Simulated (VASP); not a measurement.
Wanted: the native input for a VASP 6.6.1 run.

```yaml
Task: relaxation of cell and atoms
Functional: r2SCAN
Potentials_or_basis: VASP PAW PBE potentials, release 64 (Al)
Cutoff: 600 eV
k_mesh: 16 × 16 × 16
Occupations: methfessel-paxton, width 0.1 eV
Spin: no spin polarisation
Further_INCAR_settings: ALGO = Normal; EDIFF = 1e-06; IBRION = 2; EDIFFG = -0.01; NSW = 90; ISIF = 3
```

The structure of Al lies in POSCAR:

```
Al
1.0
    0.0000000000      2.0248050000      2.0248050000
    2.0248050000      0.0000000000      2.0248050000
    2.0248050000      2.0248050000      0.0000000000
Al
1
Direct
    0.0000000000      0.0000000000      0.0000000000
```

The input as run:

INCAR

```
SYSTEM = Al
PREC = Accurate
ENCUT = 600
EDIFF = 1E-6
ISMEAR = 1
SIGMA = 0.1
LREAL = .FALSE.
LASPH = .TRUE.
NELM = 80
ALGO = Normal
ISIF = 3
LWAVE = .FALSE.
LCHARG = .FALSE.
METAGGA = R2SCAN
LMIXTAU = .TRUE.
IBRION = 2
NSW = 90
EDIFFG = -0.01
```

KPOINTS

```
Automatic mesh
0
G
  16 16 16
  0 0 0
```

Potentials or basis: VASP PAW PBE potentials, release 64 (Al).

Run with:

```console
$ cat potpaw_PBE.64/Al/POTCAR > POTCAR
$ mpirun -np 1 vasp_std > vasp.out
```

Results of the run:

```
Relaxed volume                         : 15.86 Å³/atom
Relaxed cell                           : a = 2.820 Å, b = 2.820 Å, c = 2.820 Å, α = 60.00°, β = 60.00°, γ = 60.00°
Space group after relaxing (to 0.05 Å) : Fm-3m (No. 225)
Energy gained by relaxing              : 9.1 meV/atom
Ionic steps                            : 3
Pressure after relaxing                : 0.0 GPa
Band gap on the k mesh                 : none (metal or under the smearing width)
```

Caveat: the PAW data sets were made with another functional, which shifts forces and pressure a little.

Run time: 110 s on 1 thread of AMD EPYC 9R14 (Zen 4), on a shared host, peak memory 0.11 GiB.
